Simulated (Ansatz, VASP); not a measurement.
# KTaO3 in two plane-wave programs, part 2 of 3

Aim: how closely do two programs agree when they are given the same cell, functional and k mesh? The cell is taken from a series of runs on this material, whose earlier steps may have relaxed, scaled, displaced or heated it; both programs get it as it stands.

VASP 6.6.1 and Ansatz 0.2.0.

So far: Set-up; VASP: zone-centre phonons, LDA.

## 2. VASP: zone-centre phonons, LDA (continued)

Level of this step: LDA; plane waves and PAW (K_sv, Ta_pv, O) (VASP).

From OUTCAR (step 2):

```text
ion  position               nearest neighbor table
   1  0.500  0.500  0.500-   3 2.77   4 2.77   5 2.77   3 2.77   4 2.77   3 2.77   5 2.77   3 2.77
                             4 2.77   5 2.77   4 2.77   5 2.77   2 3.39   2 3.39   2 3.39   2 3.39
   2  0.000  0.000  0.000-   3 1.96   4 1.96   5 1.96   5 1.96   4 1.96   3 1.96   1 3.39   1 3.39
                             1 3.39   1 3.39   1 3.39   1 3.39   1 3.39   1 3.39
   3  0.500  0.000  0.000-   2 1.96   2 1.96   1 2.77   1 2.77   1 2.77   1 2.77
   4  0.000  0.500  0.000-   2 1.96   2 1.96   1 2.77   1 2.77   1 2.77   1 2.77
   5  0.000  0.000  0.500-   2 1.96   2 1.96   1 2.77   1 2.77   1 2.77   1 2.77

  LATTYP: Found a simple cubic cell.
 ALAT       =     3.9114411128

 Subroutine GETGRP returns: Found 48 space group operations
 (whereof 48 operations were pure point group operations)

The static configuration has the point symmetry O_h .

 Found     35 irreducible k-points:

   k-points           NKPTS =     35   k-points in BZ     NKDIM =     35   number of bands    NBANDS=     25

   dimension x,y,z NGX =    32 NGY =   32 NGZ =   32
   dimension x,y,z NGXF=    64 NGYF=   64 NGZF=   64

   ENCUT  =  600.0 eV  44.10 Ry    6.64 a.u.   7.81  7.81  7.81*2*pi/ulx,y,z

   NELECT =      38.0000    total number of electrons

 k-points in reciprocal lattice and weights: Automatic mesh
   0.00000000  0.00000000  0.00000000       0.002
   0.12500000  0.00000000  0.00000000       0.012
   0.25000000  0.00000000  0.00000000       0.012
   0.37500000  0.00000000  0.00000000       0.012
   0.50000000  0.00000000  0.00000000       0.006
   0.12500000  0.12500000  0.00000000       0.023
   0.25000000  0.12500000  0.00000000       0.047
   0.37500000  0.12500000  0.00000000       0.047
   0.50000000  0.12500000  0.00000000       0.023
[...]
0.50000000  0.50000000  0.37500000       0.012
   0.50000000  0.50000000  0.50000000       0.002

 average (electrostatic) potential at core
       1 -31.7109       2 -40.4852       3 -72.6065       4 -72.6065       5 -72.6065

  Total        3.1209280      3.1209280      3.1209280     -0.0000000     -0.0000000      0.0000000
[...]
2    -0.00000    -6.49886    -0.00000
    3     0.00000    -0.00000    -1.70905
 ion    5
    1    -1.70905     0.00000    -0.00000
    2     0.00000    -1.70905     0.00000
    3    -0.00000    -0.00000    -6.49886

 Eigenvectors and eigenvalues of the dynamical matrix
 ----------------------------------------------------

   1 f  =   18.392356 THz   115.562580 2PiTHz  613.502954 cm-1    76.064638 meV
             X         Y         Z           dx          dy          dz
      1.955721  1.955721  1.955721    -0.000000    0.000000   -0.008374
      0.000000  0.000000  0.000000    -0.000000    0.000000   -0.089776
      1.955721  0.000000  0.000000     0.000000    0.000000   -0.294920
      0.000000  1.955721  0.000000    -0.000000   -0.000000   -0.294920
      0.000000  0.000000  1.955721    -0.000000    0.000000    0.904386

   2 f  =   18.392356 THz   115.562580 2PiTHz  613.502954 cm-1    76.064638 meV
             X         Y         Z           dx          dy          dz
      1.955721  1.955721  1.955721    -0.008374   -0.000006    0.000000
      0.000000  0.000000  0.000000    -0.089776   -0.000061   -0.000000
      1.955721  0.000000  0.000000     0.904386   -0.000201   -0.000000
      0.000000  1.955721  0.000000    -0.294920    0.000618    0.000000
      0.000000  0.000000  1.955721    -0.294920   -0.000201   -0.000000

   3 f  =   18.392356 THz   115.562580 2PiTHz  613.502954 cm-1    76.064638 meV
             X         Y         Z           dx          dy          dz
      1.955721  1.955721  1.955721     0.000006   -0.008374   -0.000000
      0.000000  0.000000  0.000000     0.000061   -0.089776    0.000000
      1.955721  0.000000  0.000000    -0.000618   -0.294920    0.000000
      0.000000  1.955721  0.000000     0.000201    0.904386   -0.000000
      0.000000  0.000000  1.955721     0.000201   -0.294920    0.000000

   4 f  =    6.953249 THz    43.688552 2PiTHz  231.935421 cm-1    28.756314 meV
             X         Y         Z           dx          dy          dz
      1.955721  1.955721  1.955721     0.000000   -0.000000   -0.000000
      0.000000  0.000000  0.000000    -0.000000    0.000000    0.000000
      1.955721  0.000000  0.000000     0.000000    0.007758   -0.591612
      0.000000  1.955721  0.000000     0.387214    0.000000    0.591612
      0.000000  0.000000  1.955721    -0.387214   -0.007758   -0.000000

   5 f  =    6.953249 THz    43.688552 2PiTHz  231.935421 cm-1    28.756314 meV
             X         Y         Z           dx          dy          dz
      1.955721  1.955721  1.955721     0.000000    0.000000    0.000000
      0.000000  0.000000  0.000000    -0.000000    0.000000   -0.000000
      1.955721  0.000000  0.000000    -0.000000   -0.007609    0.387145
      0.000000  1.955721  0.000000     0.591659   -0.000000   -0.387145
      0.000000  0.000000  1.955721    -0.591659    0.007609   -0.000000

   6 f  =    6.953249 THz    43.688552 2PiTHz  231.935421 cm-1    28.756314 meV
             X         Y         Z           dx          dy          dz
      1.955721  1.955721  1.955721    -0.000000    0.000000    0.000000
      0.000000  0.000000  0.000000     0.000000    0.000000   -0.000000
      1.955721  0.000000  0.000000     0.000000   -0.707023   -0.010658
      0.000000  1.955721  0.000000    -0.002119   -0.000000    0.010658
      0.000000  0.000000  1.955721     0.002119    0.707023   -0.000000

   7 f  =    5.954234 THz    37.411557 2PiTHz  198.611874 cm-1    24.624723 meV
             X         Y         Z           dx          dy          dz
      1.955721  1.955721  1.955721     0.004936    0.036062   -0.876615
      0.000000  0.000000  0.000000    -0.001009   -0.007373    0.179234
      1.955721  0.000000  0.000000    -0.001093   -0.011636    0.282848
      0.000000  1.955721  0.000000    -0.001593   -0.007987    0.282848
      0.000000  0.000000  1.955721    -0.001593   -0.011636    0.194149

   8 f  =    5.954234 THz    37.411557 2PiTHz  198.611874 cm-1    24.624723 meV
             X         Y         Z           dx          dy          dz
      1.955721  1.955721  1.955721     0.849026   -0.221168   -0.004317
      0.000000  0.000000  0.000000    -0.173593    0.045220    0.000883
      1.955721  0.000000  0.000000    -0.188038    0.071362    0.001393
      0.000000  1.955721  0.000000    -0.273946    0.048983    0.001393
      0.000000  0.000000  1.955721    -0.273946    0.071362    0.000956

   9 f  =    5.954234 THz    37.411557 2PiTHz  198.611874 cm-1    24.624723 meV
             X         Y         Z           dx          dy          dz
      1.955721  1.955721  1.955721    -0.221155   -0.848271   -0.036141
      0.000000  0.000000  0.000000     0.045218    0.173439    0.007390
      1.955721  0.000000  0.000000     0.048980    0.273702    0.011661
      0.000000  1.955721  0.000000     0.071358    0.187871    0.011661
      0.000000  0.000000  1.955721     0.071358    0.273702    0.008004

  10 f  =    3.952857 THz    24.836533 2PiTHz  131.853116 cm-1    16.347695 meV
             X         Y         Z           dx          dy          dz
      1.955721  1.955721  1.955721     0.290527   -0.008714   -0.000622
      0.000000  0.000000  0.000000    -0.536772    0.016100    0.001149
      1.955721  0.000000  0.000000     0.289214   -0.015628   -0.001115
      0.000000  1.955721  0.000000     0.521019   -0.008675   -0.001115
      0.000000  0.000000  1.955721     0.521019   -0.015628   -0.000619

  11 f  =    3.952857 THz    24.836533 2PiTHz  131.853116 cm-1    16.347695 meV
             X         Y         Z           dx          dy          dz
      1.955721  1.955721  1.955721    -0.000335    0.009543   -0.290502
      0.000000  0.000000  0.000000     0.000620   -0.017632    0.536725
      1.955721  0.000000  0.000000    -0.000334    0.017114   -0.520973
      0.000000  1.955721  0.000000    -0.000602    0.009500   -0.520973
      0.000000  0.000000  1.955721    -0.000602    0.017114   -0.289188

  12 f  =    3.952857 THz    24.836533 2PiTHz  131.853116 cm-1    16.347695 meV
             X         Y         Z           dx          dy          dz
      1.955721  1.955721  1.955721     0.008730    0.290371    0.009529
      0.000000  0.000000  0.000000    -0.016129   -0.536484   -0.017605
      1.955721  0.000000  0.000000     0.008691    0.520739    0.017089
      0.000000  1.955721  0.000000     0.015656    0.289058    0.017089
      0.000000  0.000000  1.955721     0.015656    0.520739    0.009486

  13 f/i=    0.022228 THz     0.139661 2PiTHz    0.741439 cm-1     0.091927 meV
             X         Y         Z           dx          dy          dz
      1.955721  1.955721  1.955721    -0.008324    0.378445    0.048769
      0.000000  0.000000  0.000000    -0.017870    0.812461    0.104700
      1.955721  0.000000  0.000000    -0.005369    0.245249    0.031605
      0.000000  1.955721  0.000000    -0.005394    0.244107    0.031605
      0.000000  0.000000  1.955721    -0.005394    0.245249    0.031457

  14 f/i=    0.022228 THz     0.139661 2PiTHz    0.741439 cm-1     0.091927 meV
             X         Y         Z           dx          dy          dz
      1.955721  1.955721  1.955721     0.381564    0.007908    0.003754
      0.000000  0.000000  0.000000     0.819159    0.016978    0.008060
      1.955721  0.000000  0.000000     0.246119    0.005125    0.002433
      0.000000  1.955721  0.000000     0.247271    0.005101    0.002433
      0.000000  0.000000  1.955721     0.247271    0.005125    0.002422

  15 f/i=    0.022228 THz     0.139661 2PiTHz    0.741439 cm-1     0.091927 meV
             X         Y         Z           dx          dy          dz
      1.955721  1.955721  1.955721    -0.002712   -0.048838    0.378517
      0.000000  0.000000  0.000000    -0.005823   -0.104848    0.812618
      1.955721  0.000000  0.000000    -0.001749   -0.031649    0.245297
      0.000000  1.955721  0.000000    -0.001758   -0.031502    0.245297
      0.000000  0.000000  1.955721    -0.001758   -0.031649    0.244154

 MACROSCOPIC STATIC DIELECTRIC TENSOR IONIC CONTRIBUTION
 ------------------------------------------------------
          79.611214     0.000000     0.000000
           0.000000    79.611214     0.000000
           0.000000     0.000000    79.611214
 ------------------------------------------------------

 ELASTIC MODULI CONTR FROM IONIC RELAXATION (kBar)
 Direction    XX          YY          ZZ          XY          YZ          ZX
 --------------------------------------------------------------------------------
 XX           0.0000      0.0000      0.0000      0.0000      0.0000      0.0000
 YY           0.0000      0.0000      0.0000      0.0000      0.0000      0.0000
 ZZ           0.0000      0.0000      0.0000      0.0000      0.0000      0.0000
 XY           0.0000      0.0000      0.0000      0.0000      0.0000      0.0000
 YZ           0.0000      0.0000      0.0000      0.0000      0.0000      0.0000
 ZX           0.0000      0.0000      0.0000      0.0000      0.0000      0.0000
 --------------------------------------------------------------------------------

 PIEZOELECTRIC TENSOR IONIC CONTR  for field in x, y, z        (C/m^2)
          XX          YY          ZZ          XY          YZ          ZX
  --------------------------------------------------------------------------------
  x     0.00000     0.00000     0.00000     0.00000     0.00000     0.00000
  y     0.00000     0.00000     0.00000     0.00000     0.00000     0.00000
  z     0.00000     0.00000     0.00000     0.00000     0.00000     0.00000
```

(Continued in part 3 of 3.)

[Lines on the potential files, build, host, timing and source positions are cut from VASP's logs without a mark.]

[Logs are printed without paths, hosts, clocks, repeated set-up lines and the standing remarks that a program may print on its own settings, such as how far it seeks lower states.]

[Hosts, paths, dates, database ids (printed as entryN), source tags and the programs' standing remarks are cut or masked in the printed files.]
